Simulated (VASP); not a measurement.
Input:

```
CELL_PARAMETERS angstrom
      9.31462     0.00000     0.00000
      0.00000     9.31462     0.00000
      0.00000     0.00000     8.90847
ATOMIC_POSITIONS crystal
  Ti 0.00000 0.00000 0.00000
  Ti 0.25000 0.25000 0.16667
  Ti 0.00000 0.00000 0.33333
  Ti 0.25000 0.25000 0.50000
  Ti 0.00000 0.00000 0.66667
  Ti 0.25000 0.25000 0.83333
  Ti 0.00000 0.50000 0.00000
  Ti 0.25000 0.75000 0.16667
  Ti 0.00000 0.50000 0.33333
  Ti 0.24583 0.74601 0.49820
  Ti 0.00000 0.50000 0.66667
  Ti 0.25000 0.75000 0.83333
  Ti 0.50000 0.00000 0.00000
  Ti 0.75000 0.25000 0.16667
  Ti 0.50000 0.00000 0.33333
  Ti 0.75000 0.25000 0.50000
  Ti 0.50000 0.00000 0.66667
  Ti 0.75000 0.25000 0.83333
  Ti 0.50000 0.50000 0.00000
  Ti 0.75000 0.75000 0.16667
  Ti 0.50511 0.49974 0.33510
  Ti 0.75000 0.75000 0.50000
  Ti 0.50309 0.50208 0.66242
  Ti 0.75000 0.75000 0.83333
  O  0.15250 0.15250 0.00000
  O  0.40250 0.09750 0.16667
  O  0.09750 0.40250 0.16667
  O  0.34750 0.34750 0.00000
  O  0.15250 0.15250 0.33333
  O  0.40250 0.09750 0.50000
  O  0.09750 0.40250 0.50000
  O  0.34901 0.34242 0.33091
  O  0.15250 0.15250 0.66667
  O  0.40250 0.09750 0.83333
  O  0.09750 0.40250 0.83333
  O  0.34218 0.35079 0.66671
  O  0.15250 0.65250 0.00000
  O  0.40503 0.60250 0.16702
  O  0.09750 0.90250 0.16667
  O  0.34750 0.84750 0.00000
  O  0.14846 0.65471 0.33430
  O  0.09750 0.90250 0.50000
  O  0.34414 0.84997 0.33857
  O  0.15413 0.65246 0.66214
  O  0.39721 0.59783 0.83338
  O  0.09750 0.90250 0.83333
  O  0.34754 0.84489 0.66570
  O  0.65250 0.15250 0.00000
  O  0.90250 0.09750 0.16667
  O  0.59750 0.40250 0.16667
  O  0.84750 0.34750 0.00000
  O  0.65250 0.15250 0.33333
  O  0.90250 0.09750 0.50000
  O  0.60263 0.40162 0.50444
  O  0.84750 0.34750 0.33333
  O  0.65250 0.15250 0.66667
  O  0.90250 0.09750 0.83333
  O  0.59750 0.40250 0.83333
  O  0.84750 0.34750 0.66667
  O  0.65250 0.65250 0.00000
  O  0.90250 0.59750 0.16667
  O  0.59750 0.90250 0.16667
  O  0.84750 0.84750 0.00000
  O  0.65219 0.65317 0.32861
  O  0.90250 0.59750 0.50000
  O  0.59750 0.90250 0.50000
  O  0.84750 0.84750 0.33333
  O  0.64933 0.65151 0.66959
  O  0.90250 0.59750 0.83333
  O  0.59750 0.90250 0.83333
  O  0.84750 0.84750 0.66667
  F  0.40021 0.59788 0.50348
```
Cell charge -1.

These are PBE GGA, VASP's PBE PAW potentials (set 64) (plane waves; VASP) values and carry that method's errors. Numerical set-up: PREC = Normal, LREAL = Auto, ISYM = 0, NELECT = 386.0, EDIFF = 1E-5, 400 eV cut-off, 1×1×1 Γ-centred mesh, Gaussian smearing of 0.050 eV, potentials Ti O F.

The cell is charged, with a uniform compensating background. The supercell is sampled at Γ alone, which is coarse: total energies, pressure and levels can be off, energies of defects by several tenths of an eV.

Q: The ions are relaxed. What does this cell relax into?

A: 
```
CELL_PARAMETERS angstrom
      9.31462     0.00000     0.00000
      0.00000     9.31462     0.00000
      0.00000     0.00000     8.90847
ATOMIC_POSITIONS crystal
  Ti 0.00636 0.99383 0.00004
  Ti 0.24988 0.25002 0.16665
  Ti 0.99599 0.00453 0.33119
  Ti 0.25077 0.25082 0.49993
  Ti 0.99585 0.00494 0.66875
  Ti 0.24995 0.24994 0.83334
  Ti 0.00194 0.50204 0.99998
  Ti 0.25054 0.74990 0.16888
  Ti 0.99884 0.49886 0.33343
  Ti 0.23655 0.76196 0.49996
  Ti 0.99857 0.49851 0.66661
  Ti 0.24991 0.74991 0.83106
  Ti 0.49834 0.99840 0.99995
  Ti 0.75453 0.24603 0.16490
  Ti 0.50052 0.00060 0.33336
  Ti 0.74860 0.24987 0.50007
  Ti 0.50024 0.00018 0.66652
  Ti 0.75392 0.24574 0.83530
  Ti 0.49358 0.50647 0.00002
  Ti 0.75002 0.75013 0.16658
  Ti 0.50941 0.49127 0.32362
  Ti 0.74996 0.74999 0.50001
  Ti 0.50930 0.49140 0.67659
  Ti 0.75019 0.75017 0.83336
  O  0.15157 0.15171 0.00001
  O  0.40118 0.09792 0.16674
  O  0.09779 0.40199 0.16682
  O  0.34819 0.34896 0.99997
  O  0.15107 0.15208 0.33325
  O  0.40106 0.09798 0.49996
  O  0.09699 0.40152 0.50003
  O  0.34871 0.34987 0.33419
  O  0.15100 0.15213 0.66671
  O  0.40112 0.09782 0.83326
  O  0.09787 0.40209 0.83312
  O  0.34887 0.34975 0.66590
  O  0.15336 0.65124 0.99999
  O  0.40235 0.59745 0.16944
  O  0.09881 0.90116 0.16836
  O  0.34871 0.84650 0.00001
  O  0.15299 0.65144 0.33454
  O  0.09562 0.90410 0.50005
  O  0.34844 0.84666 0.33483
  O  0.15299 0.65145 0.66550
  O  0.40242 0.59763 0.83065
  O  0.09871 0.90127 0.83157
  O  0.34824 0.84682 0.66516
  O  0.65169 0.15213 0.00010
  O  0.90209 0.09792 0.16499
  O  0.59895 0.40120 0.16439
  O  0.84788 0.34812 0.99996
  O  0.65103 0.15292 0.33289
  O  0.90014 0.09951 0.49992
  O  0.59632 0.40326 0.50005
  O  0.84692 0.34872 0.33329
  O  0.65098 0.15286 0.66709
  O  0.90198 0.09793 0.83510
  O  0.59898 0.40126 0.83573
  O  0.84685 0.34872 0.66681
  O  0.65089 0.65189 0.00002
  O  0.90190 0.59862 0.16674
  O  0.59778 0.90197 0.16684
  O  0.84828 0.84834 0.00000
  O  0.65017 0.65124 0.33432
  O  0.90197 0.59889 0.49997
  O  0.59848 0.90298 0.49998
  O  0.84793 0.84888 0.33313
  O  0.65027 0.65112 0.66568
  O  0.90184 0.59859 0.83328
  O  0.59775 0.90197 0.83314
  O  0.84786 0.84893 0.66681
  F  0.40034 0.59959 0.50019
```
Cell charge -1.

Q: How much energy does the relaxation gain?

A: The energy (σ→0) changes by -15.5 meV/atom, in 22 ionic steps.

The cell is a supercell with a defect, built from TiO2 (rutile): F_O, charge -1. The run is not spin-polarised, so no state with unpaired spins was tried.
